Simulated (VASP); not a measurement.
The system is OH2, in a box.

```xyz
3
Lattice="12.0146 0.0000 0.0000 0.0000 12.5146 0.0000 0.0000 0.0000 13.0146" Properties=species:S:1:pos:R:3 pbc="T T T"
O     6.0369    6.2357    6.8787
H     5.9621    7.1022    6.4432
H     6.0186    5.5940    6.1479
```

Base run:

- Program: VASP 6.6.1
- Functional: RPBE
- Potentials or basis: VASP PAW PBE potentials, release 64 (O, H)
- Cutoff: 400 eV
- k mesh: 1 × 1 × 1
- Occupations: gaussian, width 0.01 eV
- Spin: no spin polarisation

Its results: gap between the frontier levels 6.08 eV; largest force 0.040 eV/Å.

Question: The run is repeated on the same cell with these changes: functional from RPBE to PBE. What comes out?

Answer: Gap between the frontier levels 6.21 eV; largest force 0.013 eV/Å.

Caveats: the PAW data sets were made with another functional, which shifts forces and pressure a little (some runs).

